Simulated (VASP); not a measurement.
NiRu, 2 atoms in the cell. Symmetry: P4/mmm, No. 123, tetragonal system. Conventional cell: a = 2.622 Å, b = 2.622 Å, c = 3.566 Å, α = 90.00°, β = 90.00°, γ = 90.00°. Ni (site symmetry 4/mmm) has 8 Ru at 2.57 Å and 4 Ni at 2.62 Å as nearest neighbours. Around Ru (site symmetry 4/mmm) lie 8 Ni at 2.57 Å and 4 Ru at 2.62 Å. The cell was built by a generator and needn't be a form met in nature.

```yaml
Program: VASP 6.6.1
Task: single point
Functional: PBE
Potentials_or_basis: VASP PAW PBE potentials, release 64 (Ni, Ru_pv)
Cutoff: 520 eV
k_mesh: 6 × 6 × 6
Occupations: gaussian, width 0.1 eV
Spin: collinear spin, typed start
Starting_moments: "[1.0, 0.0] μB"
Dipole_correction: no
Further_INCAR_settings: ALGO = Fast; EDIFF = 1e-07; NBANDS = 23
```

Potentials or basis: VASP PAW PBE potentials, release 64 (Ni, Ru_pv).

Run with:

```bash
$ cat potpaw_PBE.64/Ni/POTCAR potpaw_PBE.64/Ru_pv/POTCAR > POTCAR
$ mpirun -np 1 vasp_std > vasp.out
```

Hardware: 1 thread of Intel(R) Xeon(R) 6975P-C (Granite Rapids), on a shared host.

How long does it take, and how much memory?

It took 38 s on 1 thread of Intel(R) Xeon(R) 6975P-C (Granite Rapids) (shared host), peak memory 0.16 GiB. Counts: scf iterations 26, k points 40.
